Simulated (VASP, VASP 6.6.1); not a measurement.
# Lattice constant a of double-hcp lanthanum: PBE within 0.5 %, LDA and PBEsol too short

## The measurement

The reference is the lattice constant $a$ of bulk alpha-La, the double-hcp form stable at ambient conditions: $a = 3.772$ Å. It is quoted in "In situ and real-time monitoring of structure formation during non-reactive sputter deposition of lanthanum and reactive sputter deposition of lanthanum nitride" (2018, PubMed Central 6068614), where it serves as a literature value from a database entry (Beaudry & Palmer 1974). It is thus a second-hand number for bulk metal and not a result on the sputtered films. Neither method nor temperature is given with the value; we take it to be a room-temperature diffraction result, which is our own reading. The published structure refinement from which our starting cell derives has $a = 3.770$ Å, lower by 0.002 Å, a difference that does not matter here.

| compared with | measured | source's wording or label | method |
| --- | --- | --- | --- |
| lattice constant a of the conventional cell (Å) | 3.772 | a of alpha-La | not stated |

Conditions are those given with the value in the passage it was taken from; "not stated" means there, and the paper may say more elsewhere. The values are a selection: others may have been left out beforehand as unlike or outlying.

## Model and target

We look for the cheapest level of theory that gives $a$ within 0.5 % of the reference, or about 0.019 Å. That is tight enough to separate the common functionals, whose lattice constants for a soft metal can differ by several per cent, and wide enough to leave room for the effects that a static calculation omits. Thermal expansion up to room temperature and zero-point motion together should lengthen $a$ by roughly 0.1 to 0.2 % in a heavy metal like this one, so a good static value ought to lie slightly below the measured one.

The model is the four-atom double-hcp cell, nonmagnetic, with cell and atoms relaxed from the diffraction cell stretched by 3 % in volume. We begin with the local density approximation, go on to gradient-corrected functionals, and add dearer ingredients only where the results ask for them. Cutoff and k mesh are to be tested before a miss or a pass is put down to a functional. The axis $c$ and the volume are followed as a check on the shape of the cell, but are not compared here with a reference value.

System: La, space group P6_3/mmc (Lanthanum); P6_3/mmc (No. 194), 4 atoms in the cell; conventional a = 3.770, c = 12.159 A, from a published structure refinement (COD).

## 1. LDA as the simplest level

LDA is the simplest functional and sets the lower end of the scale. It usually overbinds, and in a soft metal such as lanthanum we expect $a$ to come out too short by a few per cent, outside the target.

**Run 1.** VASP 6.6.1: LDA; 450 eV, 12x12x4 k mesh; cell and atoms relaxed, relaxed twice, LASPH on.

Key lines of the input:
```
ALGO = Normal
EDIFF = 1E-06
EDIFFG = -0.006
ENCUT = 450
GGA = CA
IBRION = 2
ISIF = 3
ISMEAR = 1
LASPH = .TRUE.
NBANDS = 28
NELM = 100
NSW = 50
PREC = Accurate
SIGMA = 0.15
KPOINTS: Gamma, 12 12 4
PAW data sets: La (LDA 64)
```

Command:
```
mpirun -np 8 vasp_std
```

Selected lines of the output:
```
  volume of cell :      128.53
     3.588174655  0.000000000  0.000000000     0.278693234  0.160903614  0.000000000
     0.000000000  0.000000000 11.526951245     0.000000000  0.000000000  0.086753208
```

Converged; 1.8 min on 8 cores of Intel Xeon 6975P-C (Granite Rapids), shared host.

| quantity | run 1 | measured | deviation |
| --- | --- | --- | --- |
| lattice constant a of the conventional cell (Å) | 3.588 | 3.772 | −0.184 (−4.9 %) |
| volume of the conventional cell (Å³) | 128.53 |  |  |
| lattice constant c of the conventional cell (Å) | 11.527 |  |  |
| space group at the end | P6_3/mmc |  |  |
| pressure left at the end (GPa) | −0.01104 |  |  |

LDA gives $a = 3.588$ Å, 4.9 % below the reference and nearly ten times the tolerance. The sign is the usual one for LDA, and the omitted thermal and zero-point expansion is far too small to account for the gap. The cell shrinks almost uniformly: $c/a$ is 3.213, only slightly below the ratio of the diffraction cell (12.159 Å over 3.770 Å). The fault is therefore in the overall strength of the bonding much more than in the stacking direction.

## 2. Two gradient-corrected functionals

Gradient corrections weaken the bonding at little extra cost per step. We run PBE and PBEsol at the cutoff and mesh used for LDA, so that the functional is the main change. PBEsol was designed for the lattice constants of solids, but it usually stays closer to LDA than PBE does. With LDA so far short, we expect PBE to come nearer to the measured value here.

**Run 2.** VASP 6.6.1: PBE; 450 eV, 12x12x4 k mesh; cell and atoms relaxed, relaxed twice, LASPH on.

Key lines of the input, as changed from run 1:
```diff
- GGA = CA
+ GGA = PE
- PAW data sets: La (LDA 64)
+ PAW data sets: La (PBE 64)
```

Selected lines of the output:
```
  volume of cell :      148.63
     3.763856355  0.000000000  0.000000000     0.265684953  0.153393279  0.000000000
```

Converged; took 82 s.

**Run 3.** VASP 6.6.1: PBEsol; 450 eV, 12x12x4 k mesh; cell and atoms relaxed, relaxed twice, LASPH on.

Key lines of the input, as changed from run 2:
```diff
- GGA = PE
+ GGA = PS
```

Selected lines of the output:
```
  volume of cell :      136.11
     3.655629094  0.000000000  0.000000000     0.273550728  0.157934586  0.000000000
```

Converged; took 2.2 min.

| quantity | run 2 | run 3 | measured |
| --- | --- | --- | --- |
| lattice constant a of the conventional cell (Å) | 3.764 | 3.656 | 3.772 |
| volume of the conventional cell (Å³) | 148.63 | 136.11 |  |
| lattice constant c of the conventional cell (Å) | 12.115 | 11.761 |  |
| space group at the end | P6_3/mmc | P6_3/mmc |  |
| pressure left at the end (GPa) | 0.00962 | 0.00488 |  |

PBE gives $a = 3.764$ Å, 0.008 Å or 0.2 % below the reference and well inside the tolerance. PBEsol gives 3.656 Å, a miss of 3.1 % that recovers less than half of the LDA error. Both runs use the same lanthanum data set, cutoff and mesh, so the 0.108 Å between them comes from the functional. A functional made for the lattice constants of solids thus does much worse here than plain PBE.

## 3. Cutoff and in-plane mesh

PBE is the candidate, and its margin to the limit is about 0.011 Å. We test the numerical settings with PBEsol, which shares the data set with PBE: one run with the cutoff raised to 600 eV, one with the in-plane mesh raised to 15x15. This is indirect evidence for PBE, since the two functionals settle at different volumes, but it shows how sensitive lanthanum is to these settings and whether they could explain the PBEsol miss. We expect shifts of a few thousandths of an ångström at most.

**Run 4.** VASP 6.6.1: PBEsol; 600 eV, 12x12x4 k mesh; cell and atoms relaxed, relaxed twice, LASPH on.

Key lines of the input, as changed from run 3:
```diff
- ENCUT = 450
+ ENCUT = 600
```

Selected lines of the output:
```
     3.657322305  0.000000000  0.000000000     0.273424084  0.157861468  0.000000000
```

Converged; took 3.4 min.

**Run 5.** VASP 6.6.1: PBEsol; 450 eV, 15x15x4 k mesh; cell and atoms relaxed, relaxed twice, LASPH on.

Key lines of the input, as changed from run 3:
```diff
- KPOINTS: Gamma, 12 12 4
+ KPOINTS: Gamma, 15 15 4
```

Selected lines of the output:
```
  volume of cell :      136.14
     3.663043925  0.000000000 -0.000000000     0.272996999  0.157614891  0.000000000
     0.000000000  0.000000000 11.716035142     0.000000000 -0.000000000  0.085353107
```

Converged; took 2.6 min.

| quantity | run 4 | run 5 | measured |
| --- | --- | --- | --- |
| lattice constant a of the conventional cell (Å) | 3.657 | 3.663 | 3.772 |
| volume of the conventional cell (Å³) | 136.24 | 136.14 |  |
| lattice constant c of the conventional cell (Å) | 11.761 | 11.716 |  |
| space group at the end | P6_3/mmc | P6_3/mmc |  |
| pressure left at the end (GPa) | 0.00000 | 0.00716 |  |

Raising the cutoff lengthens $a$ by 0.002 Å, which is of no consequence here. The denser in-plane mesh lengthens it by 0.007 Å and shortens $c$ by 0.045 Å, while the volume stays almost the same, at 136.14 against 136.11 Å³. The mesh therefore acts on the shape of the cell: $c/a$ falls from 3.217 to 3.198. For a metal whose axial ratio is only weakly held this is plausible, and it means that $a$ alone is less settled than the volume.

Neither change comes near to closing the PBEsol gap of about 0.12 Å. For PBE, a mesh shift of this size in either direction would still fit within the margin of 0.011 Å, though it would use up much of it on the lower side. That is an estimate borrowed from another functional and not a convergence test of PBE itself.

## 4. The effect of spin-orbit coupling

Lanthanum is heavy enough for spin-orbit coupling to deserve a check before we settle on a scalar-relativistic level. We compare PBEsol with and without it on the same 9x9x4 mesh, a coarser sampling that keeps the dearer run affordable and lets mesh errors largely cancel in the difference. With the 4f shell essentially empty and the bonding carried by broad 5d and 6s bands, we expect only a small change in $a$. The run without coupling also adds a third point to the mesh series.

**Run 6.** VASP 6.6.1: PBEsol; 450 eV, 9x9x4 k mesh; cell and atoms relaxed, relaxed twice, LASPH on.

Key lines of the input, as changed from run 3:
```diff
- KPOINTS: Gamma, 12 12 4
+ KPOINTS: Gamma, 9 9 4
```

Selected lines of the output:
```
  volume of cell :      135.39
     3.651338705  0.000000000  0.000000000     0.273872155  0.158120162  0.000000000
```

Converged; took 1.7 min.

**Run 7.** VASP 6.6.1: PBEsol with spin-orbit coupling; 450 eV, 9x9x4 k mesh; cell and atoms relaxed, relaxed twice, LASPH on.

Key lines of the input, as changed from run 6:
```diff
+ GGA_COMPAT = .FALSE.
- NBANDS = 28
+ LMAXMIX = 6
+ LNONCOLLINEAR = .TRUE.
+ LSORBIT = .TRUE.
+ MAGMOM = 0 0 0 0 0 0 0 0 0 0 0 0
+ NBANDS = 56
```

Command:
```
mpirun -np 8 vasp_ncl
```

Selected lines of the output:
```
  external PRESSURE =       0.1902355 kB  Pullay stress =       0.0000000 kB
  volume of cell :      134.98
     3.647585756  0.000000000  0.000000000     0.274153938  0.158282850  0.000000000
```

Converged; took 8.9 min.

| quantity | run 6 | run 7 | measured |
| --- | --- | --- | --- |
| lattice constant a of the conventional cell (Å) | 3.651 | 3.648 | 3.772 |
| volume of the conventional cell (Å³) | 135.39 | 134.98 |  |
| lattice constant c of the conventional cell (Å) | 11.726 | 11.715 |  |
| space group at the end | P6_3/mmc | P6_3/mmc |  |
| pressure left at the end (GPa) | −0.01153 | 0.01902 |  |

With spin-orbit coupling $a$ is shorter by 0.004 Å and the volume smaller by 0.3 %. The coupled run also differs in its treatment of the gradient correction, in the density mixing and in the number of bands, and in so soft a metal the stopping thresholds of the two relaxations may contribute to a difference this small. We therefore take it as a rough indication of size and not as a precise spin-orbit shift. It is well below the tolerance, and its sign moves PBEsol slightly further from the reference.

The mesh series for PBEsol now reads 3.651, 3.656 and 3.663 Å for 9, 12 and 15 divisions in the plane. The value is still rising at the densest mesh, so the third decimal of $a$ is not settled. The whole spread is 0.012 Å, about a tenth of the PBEsol miss, which the in-plane sampling therefore cannot explain; the functional is the likely cause. The mesh along $c$ was the same in these three runs. For PBE the same spread would be comparable to the margin at the lower limit, so its pass remains tied to the 12x12x4 mesh.

We end the runs here. PBE meets the target at the cost of an ordinary gradient-corrected calculation, so the results do not ask for a dearer level. The check that would firm up the pass, PBE itself on a denser mesh, is not shown in this report, so our plan to test the settings first is met only indirectly for PBE.

## Collected results

| run | settings | lattice constant a of the conventional cell (Å) | deviation | cost |
| --- | --- | --- | --- | --- |
| 1 | LDA, 450 eV, 12x12x4 k mesh | 3.588 | −0.184 (−4.9 %) | 15 core-min |
| 2 | PBE, 450 eV, 12x12x4 k mesh | 3.764 | −0.008 (−0.2 %) | 11 core-min |
| 3 | PBEsol, 450 eV, 12x12x4 k mesh | 3.656 | −0.116 (−3.1 %) | 18 core-min |
| 4 | PBEsol, 600 eV, 12x12x4 k mesh | 3.657 | −0.115 (−3.0 %) | 27 core-min |
| 5 | PBEsol, 450 eV, 15x15x4 k mesh | 3.663 | −0.109 (−2.9 %) | 21 core-min |
| 6 | PBEsol, 450 eV, 9x9x4 k mesh | 3.651 | −0.121 (−3.2 %) | 13 core-min |
| 7 | PBEsol with spin-orbit coupling, 450 eV, 9x9x4 k mesh | 3.648 | −0.124 (−3.3 %) | 71 core-min |
|  | measured | 3.772 |  |  |

Further runs on the same system, made beside this series (convergence steps with loose settings among them):

| further | settings | lattice constant a of the conventional cell (Å) | deviation | cost |
| --- | --- | --- | --- | --- |
| F1 | r2SCAN, 450 eV, 12x12x4 k mesh | 3.778 | +0.006 (+0.2 %) | 46 core-min |
| F2 | r2SCAN + rVV10, 450 eV, 12x12x4 k mesh | 3.747 | −0.025 (−0.7 %) | 1.7 core-h |
| F3 | vdW-DF-cx, 450 eV, 12x12x4 k mesh | 3.665 | −0.107 (−2.8 %) | 85 core-min |
| F4 | PBEsol + D3(BJ), 450 eV, 12x12x4 k mesh | 3.536 | −0.236 (−6.3 %) | 18 core-min |
| F5 | PBEsol + D4, 450 eV, 12x12x4 k mesh | 3.617 | −0.155 (−4.1 %) | 18 core-min |
| F6 | PBEsol, 220 eV, 12x12x4 k mesh | 3.650 | −0.122 (−3.2 %) | 6.2 core-min |
| F7 | PBEsol, 450 eV, 6x6x2 k mesh | 3.669 | −0.103 (−2.7 %) | 9.8 core-min |
|  | measured | 3.772 |  |  |

## Outcome

PBE meets the target: $a = 3.764$ Å lies 0.2 % below the reference, at a cost of 11 core-minutes. LDA misses by 4.9 % and PBEsol by about 3 %.

The change of functional was the decisive step. The tests showed that cutoff and mesh cannot explain the PBEsol miss, but they were made on a functional that fails and support PBE only indirectly. The effects of the smearing width and of the lanthanum data set, which was made for PBE and also used with PBEsol, are not shown in this report. With PBEsol, $a$ varies by about 0.018 Å over all the meshes, from 3.651 Å (9x9x4) to 3.669 Å (the loose 6x6x2), and not steadily. PBE has a margin of only 0.011 Å at the lower limit, and its own mesh convergence is not shown in this report. The test of spin-orbit coupling was the dearest of the series and changed little.

r2SCAN also passes, 0.2 % above the reference, at about four times the cost of PBE. The two cannot be ranked on such small deviations. Dispersion terms do not help: both corrections to PBEsol shorten $a$ further, and rVV10 takes r2SCAN out of the target.

Thermal and zero-point expansion, roughly 0.1 to 0.2 %, would bring PBE closer to the reference and r2SCAN slightly further from it, with both still inside the target. The closeness of PBE may nevertheless contain a cancellation. Semilocal functionals tend to place the empty 4f states too low, which could strengthen the bonding and offset PBE's usual tendency to overestimate lattice constants. This is a conjecture, and evidence for it is not shown in this report. The verdict concerns $a$ alone, since a comparison of $c$ and the volume with a reference is not shown in this report.

[Logs are printed without paths, hosts, clocks, repeated set-up lines and the standing remarks that a program may print on its own settings, such as how far it seeks lower states.]

[The runs shown are a pick from a larger set of finished runs; failed, doubtful and other runs were left out of it ahead of writing. So were measured values far from every level or from commonly accepted values, and agreement can look better than it is. Lines of input and output are excerpts and may be shortened.]
